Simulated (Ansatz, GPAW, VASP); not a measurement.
**One structure in several programs: ZrO₂ (P4_2/nmc, 6 atoms in the cell)**

Self-consistent single point.

```
ZrO2
1.0
    3.56345     0.00000     0.00000
    0.00000     3.56345     0.00000
    0.00000     0.00000     5.17186
Zr O
2 4
Direct
  0.00000   0.00000   0.00000
  0.50000   0.50000   0.50000
  0.00000   0.50000   0.30177
  0.00000   0.50000   0.80177
  0.50000   0.00000   0.19823
  0.50000   0.00000   0.69823
```

Shared settings, as Ansatz (an electronic-structure program) writes them: kpoints.mp_grid.grid = 9 9 7; scf.occupations.method = fixed. Potentials and cutoffs stand in the table.

| code | model | pressure (GPa) | largest force (eV/Å) | gap on the mesh (eV) | cutoff |
|---|---|---|---|---|---|
| GPAW | PBEsol, GPAW PAW datasets PBEsol (made by gpaw-setup) | – | 0.081 | 4.068 | 900 eV |
| Ansatz | PBEsol, default PAW files made with PBE | 3.39 | 0.139 | 4.079 | default |
| VASP | PBEsol, VASP's PBE PAW potentials (set 64) | -1.38 | 0.156 | 4.082 | 400 eV |

A dash marks a value that a program does not give, or that is left out as unsure.

Gaps are read on the mesh.

The spread over the programs that give each value: pressure within 4.77 GPa; largest force within 0.075 eV/Å; gap on the mesh within 0.014 eV.

Ansatz's pressure is given at a fixed set of plane waves, as the other plane-wave codes print theirs; with its correction for the finite basis it is 4.21 GPa (the shift of 0.82 GPa shows how far the cutoff is from converged). The pressure of GPAW is left out: its cutoff lies under the one at which its stress was checked.

VASP's run is marked for a possible Pulay error in its stress at this cutoff; no cutoff test was made.

VASP ran the fixed occupations as a Gaussian smearing of 0.01 eV.

The starting cell comes from a database of computed structures (which also holds hypothetical and non-ambient phases and stackings), without a prior relaxation at this level. Its lattice was rescaled by a random factor within 2.5 % of one.

Left out of this page: Quantum ESPRESSO and SIESTA (not drawn, or without a comparable value).

Keys are those of Ansatz 0.2.
